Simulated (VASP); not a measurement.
The system is AlHg.

```
Al Hg
1.0
     0.00000    3.06853    3.06853
     3.06853    0.00000    3.06853
     3.06853    3.06853    0.00000
Al Hg
1 1
Direct
  0.00000 0.00000 0.00000
  0.75000 0.75000 0.75000
```

The cell was built by a generator and needn't be a form met in nature.

| Quantity | Value |
| --- | --- |
| Program | VASP 6.6.1 |
| Task | relaxation of cell and atoms |
| Functional | BLYP |
| Potentials or basis | VASP PAW PBE potentials, release 64 (Al, Hg) |
| Cutoff | 600 eV |
| k mesh | 8 × 8 × 8 |
| Occupations | fermi-dirac, width 0.05 eV |
| Spin | no spin polarisation |

At the start: pressure 2.7 GPa; volume 28.89 Å³/atom.

Question: Where does the relaxation end?

Answer: Over 4 steps the energy falls by 21.0 meV/atom and the volume is 31.75 Å³/atom (+9.9 %); space group F-43m (No. 216, to 0.05 Å).

The path:
```
step  energy change (eV)  largest force (eV/Å)  pressure (GPa)  volume (Å³)
   1              0.0000                0.0000            2.66        57.79
   2             -0.0392                0.0000            0.57        61.89
   3             -0.0420                0.0000           -0.04        63.62
   4             -0.0420                0.0000            0.00        63.49
```

Final structure:
```xyz
2
Lattice="0.0000 3.1664 3.1664 3.1664 0.0000 3.1664 3.1664 3.1664 0.0000" Properties=species:S:1:pos:R:3 pbc="T T T"
Al    0.0000    0.0000    0.0000
Hg    4.7496    4.7496    4.7496
```

Caveat: the PAW data sets were made with another functional, which shifts forces and pressure a little.
